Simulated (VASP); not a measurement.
These are LDA (Ceperley-Alder, Perdew-Zunger), VASP's LDA PAW potentials (set 64) (plane waves; VASP) values and carry that method's errors.

Input for VASP

### POSCAR
```
SiC
2.1215740
  0.0000000000   0.9999999753   0.9999999753
  0.9999999753   0.0000000000   0.9999999753
  0.9999999753   0.9999999753   0.0000000000
Si C
1 1
direct
  0.0000000000   0.0000000000   0.0000000000
  0.2500000000   0.2500000000   0.2500000000
```

File KPOINTS:
```
Automatic mesh
0
Gamma
10 10 10
0 0 0
```

### INCAR
```
# general
SYSTEM=SiC
PREC  =Accurate
ENCUT =520   # plane-wave cut-off (eV)
LREAL =.False.   # projection in real space or not
LASPH =.True.

# electronic loop
EDIFF =1E-7   # SCF stop (eV)
NELM  =100   # most electronic steps
ALGO  =Normal   # blocked Davidson

# smearing
ISMEAR=0
SIGMA =0.05

# ions
ISIF  =2   # forces and stress, cell fixed

# output
LWAVE =.False.
LCHARG=.False.
```

POTCAR, in this order: Si C (LDA.64 set). Program: vasp_std.

Output

**OSZICAR**
```
       N       E                     dE             d eps       ncg     rms          rms(c)
DAV:   1     0.170258363623E+01    0.17026E+01   -0.42809E+03   800   0.858E+02
DAV:   2    -0.185760329977E+02   -0.20279E+02   -0.19456E+02  1104   0.106E+02
DAV:   3    -0.188754914252E+02   -0.29946E+00   -0.29946E+00   848   0.159E+01
DAV:   4    -0.188764300494E+02   -0.93862E-03   -0.93862E-03  1248   0.986E-01
DAV:   5    -0.188764304316E+02   -0.38222E-06   -0.38222E-06   840   0.114E-02    0.998E+00
DAV:   6    -0.167061810455E+02    0.21702E+01   -0.87096E+00   816   0.171E+01    0.444E+00
DAV:   7    -0.166049848112E+02    0.10120E+00   -0.44949E-01  1136   0.472E+00    0.195E+00
DAV:   8    -0.165845633047E+02    0.20422E-01   -0.26266E-02   824   0.132E+00    0.178E-01
DAV:   9    -0.165843890629E+02    0.17424E-03   -0.85900E-04  1176   0.246E-01    0.881E-02
DAV:  10    -0.165843924246E+02   -0.33618E-05   -0.71895E-05   888   0.629E-02    0.266E-02
DAV:  11    -0.165843926326E+02   -0.20794E-06   -0.17560E-06  1152   0.104E-02    0.151E-02
DAV:  12    -0.165843924767E+02    0.15584E-06   -0.87998E-07   920   0.589E-03    0.727E-04
DAV:  13    -0.165843924809E+02   -0.41553E-08   -0.10143E-08   480   0.105E-03
   1 F= -.16584392E+02 E0= -.16584392E+02  d E =-.595332E-11
```

File OUTCAR:
```
------------------------ aborting loop because EDIFF is reached ----------------------------------------
  FORCE on cell =-STRESS in cart. coord.  units (eV):
  Direction    XX          YY          ZZ          XY          YZ          ZX
  --------------------------------------------------------------------------------------
  Total        1.8983590      1.8983590      1.8983590     -0.0000000      0.0000000     -0.0000000
  in kB      159.2518211    159.2518211    159.2518211     -0.0000000      0.0000000     -0.0000000
  external PRESSURE =     159.2518211 kB  Pullay stress =       0.0000000 kB
  volume of cell :       19.10
      direct lattice vectors                 reciprocal lattice vectors
     0.000000000  2.121573947  2.121573947    -0.235674086  0.235674086  0.235674086
     2.121573947  0.000000000  2.121573947     0.235674086 -0.235674086  0.235674086
     2.121573947  2.121573947  0.000000000     0.235674086  0.235674086 -0.235674086
  FREE ENERGIE OF THE ION-ELECTRON SYSTEM (eV)
  ---------------------------------------------------
  free  energy   TOTEN  =       -16.5843924809 eV

  energy  without entropy=      -16.5843924809  energy(sigma->0) =      -16.58439248
```
(Selected blocks of OUTCAR.)

The compound is SiC in the zinc blende structure. This cell is one point of a volume scan, at 0.94 of the reference volume.
